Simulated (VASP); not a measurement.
Given:

```xyz
3
Lattice="4.1111 0.0000 0.0000 -2.0556 3.5603 0.0000 0.0000 0.0000 3.9640" Properties=species:S:1:pos:R:3 pbc="T T T"
Sm     0.0000     0.0000     3.9640
P      2.0556     1.1868     1.9820
Pt     0.0000     2.3735     1.9820
```

These are PBEsol GGA with spin-orbit coupling, VASP's PBE PAW potentials (set 64) (plane waves; VASP) values and carry that method's errors. Settings: 400 eV cut-off, 8×8×7 Γ-centred mesh, Gaussian smearing of 0.050 eV, potentials Sm_3 P Pt.

The 4f electrons are frozen in the core of the lanthanide potential, so 4f levels, which can set the real gap, and their magnetism are missing.

Question: Estimate the energy per atom (σ→0), band gap (over mesh and band path) with the smallest direct gap where there is one.

Answer: 
- band gap (over mesh and band path) = none (metal, semimetal or under 0.01 eV)
- energy per atom (σ→0) = -7.546 eV/atom

Only differences to runs with the same potentials and settings are physical.

The structure comes from a computed database's SmPPt entry (P-6m2); how it stands against other phases isn't given here. It was relaxed first.
